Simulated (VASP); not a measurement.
Method: vdW-DF-cx, VASP's PBE PAW potentials (set 64) (plane waves; VASP).

VASP ran on this input.

File POSCAR:
```
Tl
5.5677860
  0.3096679946  -0.5363607185   0.0000000000
  0.3096679946   0.5363607185   0.0000000000
  0.0000000000   0.0000000000   1.0000000363
Tl
2
Cartesian
  0.3096679946   0.1787872637   0.2500000091
  0.3096679946  -0.1787872637   0.7500000272
```

### INCAR
```
SYSTEM = Tl
PREC = Accurate
ENCUT = 520
EDIFF = 1E-7
NELM = 100
ALGO = Normal
LREAL = .FALSE.
LASPH = .TRUE.
ISMEAR = -5
GGA = CX
LUSE_VDW = .TRUE.
AGGAC = 0.0
LMAXMIX = 4
LWAVE = .FALSE.
LCHARG = .TRUE.
LORBIT = 11
NEDOS = 601
ISIF = 2
```

**KPOINTS**
```
Regular mesh
0
gamma
14 14 8
```

POTCAR, in this order: Tl_d (PBE.64 set). Program: vasp_std.

The run wrote:

**OSZICAR**
```
       N       E                     dE             d eps       ncg     rms          rms(c)
DAV:   1     0.133539014731E+03    0.13354E+03   -0.14484E+04  4088   0.144E+03
DAV:   2     0.360939214045E+01   -0.12993E+03   -0.12840E+03  4271   0.295E+02
DAV:   3     0.142194106264E+01   -0.21875E+01   -0.21768E+01  4932   0.342E+01
DAV:   4     0.140963750785E+01   -0.12304E-01   -0.12291E-01  4520   0.255E+00
DAV:   5     0.140949255619E+01   -0.14495E-03   -0.14491E-03  4764   0.288E-01    0.295E+00
DAV:   6     0.146559107764E+01    0.56099E-01   -0.11012E-01  4310   0.282E+00    0.206E+00
DAV:   7     0.147543521704E+01    0.98441E-02   -0.42347E-02  4298   0.173E+00    0.785E-01
DAV:   8     0.147617340156E+01    0.73818E-03   -0.26647E-03  4264   0.441E-01    0.428E-02
DAV:   9     0.147617066694E+01   -0.27346E-05   -0.14883E-05  4996   0.360E-02    0.103E-02
DAV:  10     0.147616669907E+01   -0.39679E-05   -0.44105E-06  4251   0.188E-02    0.118E-03
DAV:  11     0.147616635729E+01   -0.34178E-06   -0.24988E-07  3512   0.397E-03    0.539E-04
DAV:  12     0.147616626816E+01   -0.89129E-07   -0.25844E-08  2250   0.144E-03
   1 F= 0.14761663E+01 E0= 0.14761663E+01  d E =0.000000E+00
```

OUTCAR:
```
------------------------ aborting loop because EDIFF is reached ----------------------------------------
  FORCE on cell =-STRESS in cart. coord.  units (eV):
  Direction    XX          YY          ZZ          XY          YZ          ZX
  --------------------------------------------------------------------------------------
  Total        0.1072331      0.1072331     -0.1115973      0.0000000     -0.0000000     -0.0000000
  in kB        2.9964597      2.9964599     -3.1184118      0.0000000     -0.0000000     -0.0000000
  external PRESSURE =       0.9581692 kB  Pullay stress =       0.0000000 kB
  volume of cell :       57.34
      direct lattice vectors                 reciprocal lattice vectors
     1.724165125 -2.986341699  0.000000000     0.289995426 -0.167428932  0.000000000
     1.724165125  2.986341699  0.000000000     0.289995426  0.167428932  0.000000000
     0.000000000  0.000000000  5.567786202     0.000000000  0.000000000  0.179604598
 POSITION                                       TOTAL-FORCE (eV/Angst)
 -----------------------------------------------------------------------------------
      1.72417      0.99545      1.39195         0.000000     -0.000000      0.000000
      1.72417     -0.99545      4.17584        -0.000000      0.000000      0.000000
 -----------------------------------------------------------------------------------
    total drift:                               -0.000011      0.000456      0.000010
  FREE ENERGIE OF THE ION-ELECTRON SYSTEM (eV)
  ---------------------------------------------------
  free  energy   TOTEN  =         1.4761662682 eV

  energy  without entropy=        1.4761662682  energy(sigma->0) =        1.47616627

 total charge

# of ion       s       p       d       tot
------------------------------------------
    1        1.181   0.392   9.636  11.208
    2        1.181   0.392   9.636  11.208
--------------------------------------------------
tot          2.362   0.783  19.271  22.417
```
(Selected blocks of OUTCAR.)

For a metal the tetrahedron method with Blöchl corrections gives inexact stress and forces.

The compound is Tl in the hcp structure. It was relaxed first.
